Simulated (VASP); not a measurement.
Method: AM05 GGA, VASP's PBE PAW potentials (set 64) (plane waves; VASP).

A VASP calculation is set up with these files.

INCAR:
```
# general
SYSTEM =Ga
PREC   =Accurate
ENCUT  =520
LREAL  =.FALSE.
LASPH  =.TRUE.

# electronic loop
EDIFF  =1E-7
NELM   =100
ALGO   =Normal
LMAXMIX=4

# smearing
ISMEAR =-5

# functional
GGA    =AM

# ions
ISIF   =2

# output
LWAVE  =.FALSE.
LCHARG =.TRUE.
LORBIT =11
NEDOS  =601

# other
LEFG   =.TRUE.
```

**KPOINTS**
```
kpoints
0
G
9 9 8
0 0 0
```

### POSCAR
```
Ga
1
    2.2056294626    -3.8064164607    -0.0000000000
    2.2056294626     3.8064164607     0.0000000000
    0.0000000000    -0.0000000000     4.5370045274
Ga
4
Direct
  0.1555357272   0.8444642728   0.9181350715
  0.3444642728   0.6555357272   0.4181350715
  0.6555357272   0.3444642728   0.5818649285
  0.8444642728   0.1555357272   0.0818649285
```

POTCAR, in this order: Ga_d (PBE.64 set). Program: vasp_std.

**Question.** Predict the energy per atom (σ→0), band gap (on the k-mesh).

**Answer.** 
- energy per atom (σ→0) = -3.098 eV/atom
- band gap (on the k-mesh) = none (metal, semimetal or under 0.01 eV)

File OSZICAR:
```
...
DAV:  15    -0.123912541310E+02    0.59863E-05   -0.14773E-06  7905   0.749E-03    0.246E-03
DAV:  16    -0.123912513504E+02    0.27806E-05   -0.95962E-07  8222   0.614E-03    0.630E-04
DAV:  17    -0.123912506299E+02    0.72055E-06   -0.14177E-07  5033   0.287E-03    0.193E-04
DAV:  18    -0.123912507840E+02   -0.15413E-06   -0.38711E-08  4232   0.231E-03    0.129E-04
DAV:  19    -0.123912509144E+02   -0.13035E-06   -0.11071E-08  4134   0.103E-03    0.606E-05
DAV:  20    -0.123912510404E+02   -0.12603E-06   -0.44892E-09  4064   0.726E-04    0.177E-05
DAV:  21    -0.123912510528E+02   -0.12407E-07   -0.17238E-09  3980   0.398E-04
   1 F= -.12391251E+02 E0= -.12391251E+02  d E =0.000000E+00
```

The compound is Ga in the alpha structure. It was relaxed first.
